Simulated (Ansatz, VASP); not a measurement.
# Cross-check of Al2O3 between VASP and Ansatz, part 2 of 2

Aim: how closely do two programs agree when they are given the same cell, functional and k mesh? The structure shown is frame 474 of Ansatz's trajectory.

VASP 6.6.1 and Ansatz 0.2.0.

So far: The structure; Ansatz: dynamics, PBEsol.

### 3. VASP: single point, PBEsol

Level of this step: PBEsol; plane waves and PAW (Al, O) (VASP).

The same cell, functional, mesh and smearing now go to VASP, with its own data sets.

Lines of VASP's logs that name or quote its potential files are left out, and so is its time.

File INCAR:

```
SYSTEM = Al2O3
PREC = Accurate
ENCUT = 520
EDIFF = 1E-06
NELM = 120
ISMEAR = -1
SIGMA = 0.207
LREAL = Auto
ALGO = Normal
GGA = PS
NBANDS = 232
LORBIT = 11
LWAVE = .FALSE.
LCHARG = .FALSE.
ISIF = 2
LASPH = .TRUE.
GGA_COMPAT = .FALSE.
EFERMI = MIDGAP
NCORE = 2
```

File POSCAR:

```
Al2O3
1.0
    9.5429000000      0.0000000000      0.0000000000
    0.0000000000      9.5429000000      0.0000000000
    0.0000000000      0.0000000000      9.5429000000
Al O
30 45
Direct
    0.4586132098      0.8067254189      0.0384788691
    0.4531955695      0.0771673181      0.9971182764
    0.1394439845      0.0356600195      0.6607530206
    0.5765438179      0.4453991973      0.0694862149
    0.4516761152      0.5167087573      0.5525259617
    0.9005962548      0.9947709816      0.8583239896
    0.2091083423      0.7105387251      0.4056418908
    0.6093535508      0.0456988966      0.4386402456
    0.8247807270      0.6089239120      0.0114849784
    0.2383342590      0.6256379088      0.0871852372
    0.4920831194      0.7776986031      0.5068061072
    0.4162361546      0.0578754886      0.7166584581
    0.1258212912      0.2352219975      0.1187374907
    0.8765260036      0.9594253319      0.1326850329
    0.4589694956      0.3033459431      0.2794433558
    0.6586048266      0.7749740645      0.7831476805
    0.8476458938      0.2657997045      0.9460331765
    0.0023053789      0.5287491224      0.3311676744
    0.0790744952      0.4465833237      0.8877070911
    0.9215437655      0.2902367205      0.6470569743
    0.9923817707      0.2588521309      0.3362604659
    0.7024594201      0.4237705519      0.4171792642
    0.3670163158      0.0244684530      0.2534868855
    0.1400098503      0.8256504836      0.8849930315
    0.3635163315      0.3460688051      0.8882310409
    0.7385385994      0.7697974410      0.3160779218
    0.6602395498      0.4688511878      0.7751626864
    0.8514916849      0.9622651395      0.5732743715
    0.2354630144      0.3162770227      0.5721321611
    0.9724716805      0.6925672489      0.6067023651
    0.2300558530      0.4290834023      0.9770510013
    0.0200044012      0.9442203104      0.5546427187
    0.0751553511      0.7420909786      0.7445535424
    0.0317618334      0.6175900408      0.9943308638
    0.7953766675      0.8971905815      0.7540579908
    0.2915256369      0.8657745549      0.3645432730
    0.6516572530      0.9203910761      0.3287889426
    0.0651898270      0.3757034025      0.2371606116
    0.6063984743      0.3926269792      0.2567563319
    0.0346749940      0.4069098492      0.7103815402
    0.4839828564      0.9472173029      0.1384484800
    0.5565498957      0.6956480734      0.6660763500
    0.0125643148      0.9438325876      0.9859581469
    0.7801506879      0.4387555146      0.0351675067
    0.2479015813      0.9211770007      0.7502855526
    0.4783661151      0.1292688805      0.3449161156
    0.2759014555      0.1355038825      0.1110354295
    0.7652914732      0.0774083350      0.0070523635
    0.8637311509      0.3215584361      0.4381267749
    0.3575433044      0.3522828490      0.4333588322
    0.8066415869      0.5764704650      0.3000241017
    0.5238030368      0.9709627053      0.5681711010
    0.0152259795      0.1037001331      0.2283268189
    0.8011401146      0.6244013874      0.7805908057
    0.9752486142      0.1239036352      0.7520669817
    0.5002881724      0.9215961605      0.8589003343
    0.2771798929      0.7982479121      0.0132140125
    0.5393119492      0.4477988871      0.8965094468
    0.3210973603      0.4252061742      0.6922424001
    0.6086305002      0.6601033229      0.4240639638
    0.3044671955      0.1381550682      0.6042398013
    0.8366429492      0.7830114535      0.5001833824
    0.0743799055      0.2458581773      0.4997747016
    0.4089951692      0.1780066856      0.8572865691
    0.4067002693      0.5612025694      0.1192090455
    0.4899977994      0.2664074862      0.1064351507
    0.0409833489      0.2709553700      0.9723354536
    0.8104873781      0.8084125371      0.1644887822
    0.6257636568      0.7246434522      0.9662890736
    0.6062622473      0.4174726760      0.6044598602
    0.7422376846      0.1372643536      0.5353613681
    0.0713933919      0.6176529147      0.4767733079
    0.1560636704      0.6350166092      0.2429974117
    0.3514026135      0.6616646931      0.5218853808
    0.7601253288      0.3012711021      0.7629127414
```

File KPOINTS:

```
Automatic mesh
0
Gamma
1 1 1
0 0 0
```

PAW data sets: Al and O (PBE family, release 64).

Started as:

```console
> mpirun -np 8 vasp_gam
```

Numbers of over 12 decimals in the logs are rounded to 6 here.

Log:

```text
[banner, memory and clock lines left out]
running    8 mpi-ranks, on    1 nodes
[...]
|                                                                             |
|               ----> ADVICE to this user running VASP <----                  |
|                                                                             |
|     You enforced a specific xc type in the INCAR file but a different       |
|     [... a line on the potential file left out ...]
|     I HOPE YOU KNOW WHAT YOU ARE DOING!                                     |
|                                                                             |

 LDA part: xc-table for (Slater+PW92), standard interpolation
 POSCAR, INCAR and KPOINTS ok, starting setup
[...]
entering main loop
       N       E                     dE             d eps       ncg     rms          rms(c)
DAV:   1     0.300969813730E+04    0.30097E+04   -0.20806E+05   464   0.152E+03
DAV:   2    -0.347734582487E+03   -0.33574E+04   -0.32363E+04   584   0.354E+02
DAV:   3    -0.619766694137E+03   -0.27203E+03   -0.26961E+03   536   0.107E+02
DAV:   4    -0.624986229464E+03   -0.52195E+01   -0.51979E+01   552   0.161E+01
[...]
DAV:  16    -0.544901855190E+03   -0.10091E-04   -0.52845E-05   512   0.211E-02    0.100E-02
DAV:  17    -0.544901855509E+03   -0.31897E-06   -0.12074E-05   544   0.108E-02    0.684E-03
DAV:  18    -0.544901855644E+03   -0.13454E-06   -0.48110E-06   488   0.592E-03
   1 F= -.54490186E+03 E0= -.54482266E+03  d E =-.158396E+00
```

From OUTCAR (step 3):

```text
  FREE ENERGIE OF THE ION-ELECTRON SYSTEM (eV)
  ---------------------------------------------------
  free  energy   TOTEN  =      -544.9018556437 eV

  energy  without entropy=     -544.7434597384  energy(sigma->0) =     -544.82265769
```

The run ends at a pressure of -0.41 GPa, with forces up to 7.6 eV/Å.

### 4. Side by side

Known differences besides the potentials themselves: the cutoff is 420 eV in Ansatz and 520 eV in VASP (PREC = Accurate, projectors in real space); Ansatz makes its cores anew for this functional, VASP keeps those of its PBE data sets. Total energies have different zeros and are not compared.

Forces on 9 of the 75 atoms, those with the largest forces and the largest differences (eV/Å; atoms numbered as in POSCAR):

```
atom         Ansatz x, y, z           VASP x, y, z
 Al1  2.539, -3.177, -3.666  2.564, -3.246, -3.694
Al12  0.926, -4.953, -0.112  0.977, -5.011, -0.079
Al14   2.513, 5.361, -1.529   2.577, 5.471, -1.543
Al21  -1.119, -5.805, 3.324  -1.142, -5.934, 3.351
Al26  -0.361, -5.058, 5.513  -0.351, -5.175, 5.581
Al28  -3.739, 0.295, -0.059  -3.876, 0.318, -0.042
 O38   1.406, 1.780, -1.782   1.467, 1.865, -1.867
 O49   -3.231, 4.237, 0.616   -3.287, 4.272, 0.672
 O67  -4.308, 1.151, -2.460  -4.363, 1.172, -2.525
```

The forces differ by 42 meV/Å r.m.s., which is 2.2 % of the r.m.s. force of 1.947 eV/Å (both taken over all components).

### 5. What came out

* r.m.s. force difference (single point, PBEsol): 2.2 % of the r.m.s. force

**Reading.** The r.m.s. force difference is 2.2 % of the r.m.s. force (single point, PBEsol), within the 3 % picked in this series as the mark of a large difference. 2 further runs of this series are not shown here. How closely two codes agree says nothing of how well the functional describes the real material.

[Lines on the potential files, build, host, timing and source positions are cut from VASP's logs without a mark.]

[Logs are printed without paths, hosts, clocks, repeated set-up lines and the standing remarks that a program may print on its own settings, such as how far it seeks lower states.]

[Hosts, paths, dates, database ids (printed as entryN), source tags and the programs' standing remarks are cut or masked in the printed files.]
